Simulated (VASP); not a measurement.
OSZICAR of a VASP run on WSe2 (2H layered):

File OSZICAR:
```
       N       E                     dE             d eps       ncg     rms          rms(c)
DAV:   1     0.522042838635E+03    0.52204E+03   -0.28477E+04  1400   0.164E+03
DAV:   2    -0.894048406512E+00   -0.52294E+03   -0.51214E+03  1501   0.427E+02
DAV:   3    -0.333573638253E+02   -0.32463E+02   -0.32006E+02  1519   0.957E+01
DAV:   4    -0.342229218555E+02   -0.86556E+00   -0.86166E+00  1532   0.156E+01
DAV:   5    -0.342422573540E+02   -0.19335E-01   -0.19315E-01  1555   0.225E+00    0.306E+01
DAV:   6    -0.327623343404E+02    0.14799E+01   -0.99433E+00  1391   0.175E+01    0.111E+01
DAV:   7    -0.325592208857E+02    0.20311E+00   -0.44521E+00  1411   0.883E+00    0.575E+00
DAV:   8    -0.323937204211E+02    0.16550E+00   -0.70904E-01  1609   0.469E+00    0.121E+00
DAV:   9    -0.323955575524E+02   -0.18371E-02   -0.60257E-02  1549   0.125E+00    0.754E-01
DAV:  10    -0.323941184719E+02    0.14391E-02   -0.17787E-02  1610   0.845E-01    0.174E-01
DAV:  11    -0.323940280007E+02    0.90471E-04   -0.24137E-03  1539   0.300E-01    0.151E-01
DAV:  12    -0.323939949180E+02    0.33083E-04   -0.96905E-05  1552   0.574E-02    0.896E-02
DAV:  13    -0.323939839265E+02    0.10992E-04   -0.10256E-04  1554   0.561E-02    0.370E-03
DAV:  14    -0.323939839319E+02   -0.54397E-08   -0.28570E-06  1465   0.104E-02    0.374E-03
DAV:  15    -0.323939838449E+02    0.87022E-07   -0.13252E-07  1057   0.209E-03
   1 F= -.32393984E+02 E0= -.32393984E+02  d E =-.323940E+02
       N       E                     dE             d eps       ncg     rms          rms(c)
DAV:   1    -0.324145753798E+02   -0.20591E-01   -0.19968E+00  1275   0.683E+00    0.116E+00
DAV:   2    -0.324181965399E+02   -0.36212E-02   -0.12045E-01  1478   0.144E+00    0.543E-01
DAV:   3    -0.324166786756E+02    0.15179E-02   -0.14617E-02  1433   0.642E-01    0.392E-01
DAV:   4    -0.324159009488E+02    0.77773E-03   -0.31098E-03  1583   0.277E-01    0.176E-01
DAV:   5    -0.324159044268E+02   -0.34781E-05   -0.43874E-04  1679   0.985E-02    0.319E-02
DAV:   6    -0.324158822878E+02    0.22139E-04   -0.93535E-05  1517   0.498E-02    0.155E-02
DAV:   7    -0.324158811830E+02    0.11049E-05   -0.11829E-05  1497   0.152E-02    0.479E-03
DAV:   8    -0.324158809994E+02    0.18357E-06   -0.10270E-06  1498   0.617E-03    0.208E-03
DAV:   9    -0.324158810199E+02   -0.20485E-07   -0.62587E-08   914   0.143E-03
   2 F= -.32415881E+02 E0= -.32415881E+02  d E =-.218972E-01
       N       E                     dE             d eps       ncg     rms          rms(c)
DAV:   1    -0.324160928605E+02   -0.21186E-03   -0.16656E-02  1275   0.622E-01    0.107E-01
DAV:   2    -0.324161269289E+02   -0.34068E-04   -0.97582E-04  1464   0.130E-01    0.475E-02
DAV:   3    -0.324161158698E+02    0.11059E-04   -0.10156E-04  1447   0.542E-02    0.345E-02
DAV:   4    -0.324161113222E+02    0.45475E-05   -0.22941E-05  1577   0.239E-02    0.158E-02
DAV:   5    -0.324161120917E+02   -0.76951E-06   -0.28195E-06  1456   0.838E-03    0.290E-03
DAV:   6    -0.324161117431E+02    0.34867E-06   -0.69887E-07  1306   0.452E-03    0.111E-03
DAV:   7    -0.324161117968E+02   -0.53766E-07   -0.64654E-08   858   0.135E-03
   3 F= -.32416112E+02 E0= -.32416112E+02  d E =-.221280E-01
       N       E                     dE             d eps       ncg     rms          rms(c)
DAV:   1    -0.324473371317E+02   -0.31225E-01   -0.12857E+00  1248   0.730E+00    0.940E-01
DAV:   2    -0.324293412227E+02    0.17996E-01   -0.11309E-01  1441   0.183E+00    0.489E-01
DAV:   3    -0.324254170843E+02    0.39241E-02   -0.78396E-03  1515   0.544E-01    0.206E-01
DAV:   4    -0.324241418395E+02    0.12752E-02   -0.38584E-03  1432   0.314E-01    0.892E-02
DAV:   5    -0.324241371228E+02    0.47166E-05   -0.38700E-04  1388   0.112E-01    0.404E-02
DAV:   6    -0.324241232398E+02    0.13883E-04   -0.74007E-05  1594   0.479E-02    0.118E-02
DAV:   7    -0.324241233085E+02   -0.68727E-07   -0.49079E-06  1638   0.126E-02    0.599E-03
DAV:   8    -0.324241231214E+02    0.18704E-06   -0.13757E-06  1593   0.733E-03    0.120E-03
DAV:   9    -0.324241231248E+02   -0.33797E-08   -0.11052E-07   893   0.199E-03
   4 F= -.32424123E+02 E0= -.32424123E+02  d E =-.801133E-02
       N       E                     dE             d eps       ncg     rms          rms(c)
DAV:   1    -0.324476950043E+02   -0.23572E-01   -0.11776E+00  1248   0.699E+00    0.898E-01
DAV:   2    -0.324313446783E+02    0.16350E-01   -0.10282E-01  1441   0.174E+00    0.467E-01
DAV:   3    -0.324277633642E+02    0.35813E-02   -0.71663E-03  1493   0.517E-01    0.197E-01
DAV:   4    -0.324266112465E+02    0.11521E-02   -0.35024E-03  1461   0.298E-01    0.841E-02
DAV:   5    -0.324266061704E+02    0.50761E-05   -0.34948E-04  1389   0.106E-01    0.376E-02
DAV:   6    -0.324265942136E+02    0.11957E-04   -0.65609E-05  1601   0.450E-02    0.111E-02
DAV:   7    -0.324265942532E+02   -0.39669E-07   -0.43673E-06  1594   0.119E-02    0.551E-03
DAV:   8    -0.324265940812E+02    0.17204E-06   -0.11911E-06  1607   0.682E-03    0.110E-03
DAV:   9    -0.324265940836E+02   -0.24356E-08   -0.94377E-08   886   0.184E-03
   5 F= -.32426594E+02 E0= -.32426594E+02  d E =-.104823E-01
```

**Question.** Which electronic solver shows in the log?

**Answer.** It is blocked Davidson (ALGO = Normal, or the opening steps of other solvers). The INCAR had ALGO = Normal.

**Question.** Can the final energy be trusted as converged?

**Answer.** The run converged. It stopped with EDIFF = 1E-7, NELM = 100, NSW = 30 and EDIFFG = -0.01 after 5 ionic steps (rev-vdW-DF2, plane waves, VASP's PBE PAW potentials (set 64)).

The compound is WSe2 in the 2H layered structure. This cell is one point of a volume scan, at 0.97 of the reference volume. Symmetry was kept, so distortions that lower it aren't found.
